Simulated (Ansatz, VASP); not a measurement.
# Al (Al(111)) in two plane-wave programs, part 2 of 2

One calculation is typed for both programs; each brings its own data sets. How far apart do they land? Of the first pair: The structure shown is the start of the Ansatz relaxation below; VASP solves that cell, so the two are compared at the walk's first step.

VASP 6.6.1 and Ansatz 0.2.0.

So far: The structure; Ansatz: relaxation, PBE; VASP: single point, PBE, start cell, pair 1.

## 3. VASP: single point, PBE, start cell, pair 1 (continued)

Level of this step: PBE; plane waves and PAW (Al) (VASP).

Numbers of over 12 decimals in the logs are rounded to 6 here.

Parts of OUTCAR (step 3):

```text
ion  position               nearest neighbor table
   1  0.333  0.333  0.272-   2 2.86   2 2.86   2 2.86
   2  0.667  0.667  0.363-   3 2.86   3 2.86   3 2.86   1 2.86   1 2.86   1 2.86
   3  1.000  0.000  0.454-   2 2.86   2 2.86   2 2.86   4 2.86   4 2.86   4 2.86
   4  0.333  0.333  0.546-   5 2.86   5 2.86   5 2.86   3 2.86   3 2.86   3 2.86
   5  0.667  0.667  0.637-   4 2.86   4 2.86   4 2.86   6 2.86   6 2.86   6 2.86
   6  1.000  0.000  0.728-   5 2.86   5 2.86   5 2.86

  LATTYP: Found a hexagonal cell.
 ALAT       =     2.8637824638
 C/A-ratio  =     8.9711223794

 Subroutine GETGRP returns: Found 12 space group operations
 (whereof  6 operations were pure point group operations)

The static configuration has the point symmetry C_3v.
 The point group associated with its full space group is D_3d.

 Found     21 irreducible k-points:

   k-points           NKPTS =     21   k-points in BZ     NKDIM =     21   number of bands    NBANDS=     15

   dimension x,y,z NGX =    20 NGY =   20 NGZ =  168
   dimension x,y,z NGXF=    40 NGYF=   40 NGZF=  336

   ENCUT  =  400.0 eV  29.40 Ry    5.42 a.u.   4.67  4.67 41.90*2*pi/ulx,y,z

   NELECT =      18.0000    total number of electrons

 k-points in reciprocal lattice and weights: Automatic mesh
   0.00000000  0.00000000  0.00000000       0.006
   0.07692308  0.00000000  0.00000000       0.036
   0.15384615  0.00000000  0.00000000       0.036
   0.23076923 -0.00000000  0.00000000       0.036
   0.30769231  0.00000000  0.00000000       0.036
   0.38461538  0.00000000  0.00000000       0.036
   0.46153846 -0.00000000  0.00000000       0.036
   0.15384615  0.07692308  0.00000000       0.036
   0.23076923  0.07692308  0.00000000       0.071
[...]
-0.38461538  0.23076923  0.00000000       0.036
  -0.38461538  0.30769231  0.00000000       0.036

 dipolmoment           0.000000      0.000000      0.000000 electrons x Angstroem

 average (electrostatic) potential at core
       1 -78.1630       2 -78.0612       3 -78.0727       4 -78.0727       5 -78.0612
       6 -78.1630

 E-fermi :   2.5292

 k-point     1 :       0.0000    0.0000    0.0000
  band No.  band energies     occupation
    ...
      4      -5.9635      2.00000
      5      -4.5685      2.00000
      6      -2.8992      2.00000
      7      -1.1667      2.00000
      8       0.9059      2.00000
      9       2.9977      0.01830
     10       4.8961      0.00000
     11       5.9917      0.00000
     12       7.0250      0.00000
     13       7.2326      0.00000
    ...

 k-point     2 :       0.0769    0.0000    0.0000
  band No.  band energies     occupation
    ...
      4      -5.8232      2.00000
      5      -4.4291      2.00000
      6      -2.7598      2.00000
      7      -1.0334      2.00000
      8       1.0390      2.00000
      9       3.1286      0.00498
     10       5.0265      0.00000
     11       6.1302      0.00000
     12       7.1588      0.00000
     13       7.3656      0.00000
    ...

 k-point     3 :       0.1538    0.0000    0.0000
  band No.  band energies     occupation
    ...
      4      -5.4031      2.00000
      5      -4.0119      2.00000
      6      -2.3432      2.00000
      7      -0.6342      2.00000
      8       1.4356      1.99996
      9       3.5143      0.00011
     10       5.4005      0.00000
     11       6.5326      0.00000
     12       7.5035      0.00000
     13       7.7167      0.00000
    ...

  Total       -1.4569521     -1.4569521     -0.1836087      0.0000000      0.0000000      0.0000000
  in kB      -12.7925870    -12.7925870     -1.6121534      0.0000000      0.0000000      0.0000000
  external PRESSURE =      -9.0657758 kB  Pullay stress =       0.0000000 kB

  energy-cutoff  :      400.00
  volume of cell :      182.47
      direct lattice vectors                 reciprocal lattice vectors
     2.863782464  0.000000000  0.000000000     0.349188534 -0.201604094  0.000000000
     1.431891232  2.480108365  0.000000000     0.000000000  0.403208188  0.000000000
     0.000000000  0.000000000 25.691342951     0.000000000  0.000000000  0.038923617

 POSITION                                       TOTAL-FORCE (eV/Angst)
 -----------------------------------------------------------------------------------
      1.43189      0.82670      7.00000         0.000000      0.000000     -0.027313
      2.86378      1.65341      9.33827        -0.000000      0.000000      0.075654
      2.86378      0.00000     11.67654         0.000000     -0.000000     -0.018955
      1.43189      0.82670     14.01481        -0.000000     -0.000000      0.018955
      2.86378      1.65341     16.35307         0.000000     -0.000000     -0.075654
      2.86378      0.00000     18.69134        -0.000000     -0.000000      0.027313
 -----------------------------------------------------------------------------------
    total drift:                               -0.000008      0.000038      0.000011

  FREE ENERGIE OF THE ION-ELECTRON SYSTEM (eV)
  ---------------------------------------------------
  free  energy   TOTEN  =       -21.7681814868 eV

  energy  without entropy=      -21.6775767682  energy(sigma->0) =      -21.72287913

 vacuum level on the upper side and lower side of the slab         6.580         6.580

 total charge
# of ion       s       p       d       tot
------------------------------------------
    1        0.452   0.306   0.000   0.758
    2        0.430   0.339   0.000   0.769
    3        0.431   0.335   0.000   0.766
    4        0.431   0.335   0.000   0.766
    5        0.430   0.339   0.000   0.769
    6        0.452   0.306   0.000   0.758
--------------------------------------------------
tot          2.626   1.960   0.000   4.586

[... 3 further parts left out ...]
```

## 4. Side by side

Known differences besides the potentials themselves: the cutoff is 420 eV in Ansatz and 400 eV in VASP. Total energies have different zeros and are not compared.

Forces (eV/Å; atoms numbered as in POSCAR):

```
atom        Ansatz x, y, z          VASP x, y, z
 Al1  0.000, 0.000, -0.028  0.000, 0.000, -0.027
 Al2   0.000, 0.000, 0.075   0.000, 0.000, 0.076
 Al3  0.000, 0.000, -0.019  0.000, 0.000, -0.019
 Al4   0.000, 0.000, 0.019   0.000, 0.000, 0.019
 Al5  0.000, 0.000, -0.075  0.000, 0.000, -0.076
 Al6   0.000, 0.000, 0.029   0.000, 0.000, 0.027
```

The forces differ by 0.4 meV/Å r.m.s., which is 1.6 % of the r.m.s. force of 0.028 eV/Å (both taken over all components). Where the cell holds vacuum, a pressure given here is an average over it and none of the material.

## 5. Ansatz: relaxation, PBE

This run makes the geometry at which the two programs are then compared.

The structure compared here is the end of the Ansatz relaxation.

This is the run of step 2 again, met here at its other cell.

## 6. VASP: single point, PBE, relaxed atoms in a fixed cell, pair 2

The same cell, functional, mesh and smearing now go to VASP, with its own data sets.

File INCAR:

```
SYSTEM = Al
PREC = Accurate
ENCUT = 400
EDIFF = 1E-06
NELM = 120
ISMEAR = -1
SIGMA = 0.1
LREAL = .FALSE.
ALGO = Normal
GGA = PE
NBANDS = 15
LORBIT = 11
LWAVE = .FALSE.
LCHARG = .FALSE.
ISIF = 2
LDIPOL = .TRUE.
IDIPOL = 3
DIPOL = 0.5 0.5 0.5
LVHAR = .TRUE.
LASPH = .TRUE.
GGA_COMPAT = .FALSE.
NELMDL = -8
KPAR = 2
```

File POSCAR:

```
Al
1.0
    2.8637824638      0.0000000000      0.0000000000
    1.4318912319      2.4801083646      0.0000000000
    0.0000000000      0.0000000000     25.6913429511
Al
6
Direct
    0.3333333333      0.3333333333      0.2724653208
    0.6666666666      0.6666666666      0.3634791925
    1.0000000000      1.0000000000      0.4544930642
    0.3333333333      0.3333333333      0.5449860835
    0.6666666666      0.6666666666      0.6352339013
    1.0000000000      1.0000000000      0.7266674553
```

File KPOINTS:

```
Automatic mesh
0
Gamma
13 13 1
0 0 0
```

PAW data sets: Al (PBE family, release 64).

Command:

```bash
$ mpirun -np 2 vasp_std
```

Log:

```text
[... set-up lines as in an earlier step ...]
 entering main loop
       N       E                     dE             d eps       ncg     rms          rms(c)
DAV:   1     0.340311252037E+02    0.34031E+02   -0.51497E+03   630   0.723E+02
DAV:   2    -0.199948693008E+02   -0.54026E+02   -0.50194E+02   834   0.120E+02
DAV:   3    -0.224089266008E+02   -0.24141E+01   -0.23426E+01   877   0.258E+01
DAV:   4    -0.224885955663E+02   -0.79669E-01   -0.79614E-01   969   0.565E+00
[...]
DAV:  25    -0.217690306326E+02   -0.10526E-04   -0.58324E-07   540   0.233E-03    0.592E-04
DAV:  26    -0.217690320432E+02   -0.14106E-05   -0.50794E-08   490   0.922E-04    0.541E-04
DAV:  27    -0.217690325620E+02   -0.51878E-06   -0.22526E-08   448   0.637E-04
   1 F= -.21769033E+02 E0= -.21723815E+02  d E =-.904346E-01
```

From OUTCAR (step 6):

```text
  Total       -1.3859220     -1.3859220     -0.0833445     -0.0000000      0.0000000      0.0000000
  in kB      -12.1689153    -12.1689153     -0.7317963     -0.0000000      0.0000000      0.0000000
  external PRESSURE =      -8.3565423 kB  Pullay stress =       0.0000000 kB

 POSITION                                       TOTAL-FORCE (eV/Angst)
 -----------------------------------------------------------------------------------
      1.43189      0.82670      7.00000         0.000000      0.000000     -0.027339
      2.86378      1.65341      9.33827        -0.000000      0.000000      0.077918
      0.00000      0.00000     11.67654         0.000000      0.000000     -0.048588
      1.43189      0.82670     14.00142         0.000000     -0.000000     -0.000269
      2.86378      1.65341     16.32001        -0.000000     -0.000000     -0.000089
      0.00000      0.00000     18.66906        -0.000000      0.000000     -0.001633
 -----------------------------------------------------------------------------------
    total drift:                               -0.000000     -0.000000      0.000029

  FREE ENERGIE OF THE ION-ELECTRON SYSTEM (eV)
  ---------------------------------------------------
  free  energy   TOTEN  =       -21.7690325620 eV

  energy  without entropy=      -21.6785979369  energy(sigma->0) =      -21.72381525

[... 2 parts as in an earlier step ...]

[... 1 further part left out ...]
[key lines of the parts left out:]
E-fermi :   2.5297
```

## 7. Comparison

Both answers:

```
                                   quantity  Ansatz  VASP  difference
 work function, lower of the two faces (eV)    4.04  4.04        0.00
work function, higher of the two faces (eV)    4.05  4.05        0.00
```

Forces (eV/Å; atoms numbered as in POSCAR):

```
atom        Ansatz x, y, z          VASP x, y, z
 Al1  0.000, 0.000, -0.029  0.000, 0.000, -0.027
 Al2   0.000, 0.000, 0.078   0.000, 0.000, 0.078
 Al3  0.000, 0.000, -0.048  0.000, 0.000, -0.049
 Al4  0.000, 0.000, -0.001   0.000, 0.000, 0.000
 Al5   0.000, 0.000, 0.000   0.000, 0.000, 0.000
 Al6   0.000, 0.000, 0.000  0.000, 0.000, -0.002
```

The forces differ by 0.4 meV/Å r.m.s., which is 1.9 % of the r.m.s. force of 0.023 eV/Å (both taken over all components). Where the cell holds vacuum, a pressure given here is an average over it and none of the material.

## 8. Summary of results

```
r.m.s. force difference (single point, PBE, start cell, pair 1)                                                : 0.44 meV/Å
difference in work function, lower of the two faces (single point, PBE, relaxed atoms in a fixed cell, pair 2) : -0.0016 eV
```

The r.m.s. force difference is 0.44 meV/Å (single point, PBE, start cell, pair 1), within the 12 meV/Å picked in this series as the mark of a large difference. How closely two codes agree says nothing of how well the functional describes the real material.

[Lines on the potential files, build, host, timing and source positions are cut from VASP's logs without a mark.]

[Logs are printed without paths, hosts, clocks, repeated set-up lines and the standing remarks that a program may print on its own settings, such as how far it seeks lower states.]

[Hosts, paths, dates, database ids (printed as entryN), source tags and the programs' standing remarks are cut or masked in the printed files.]
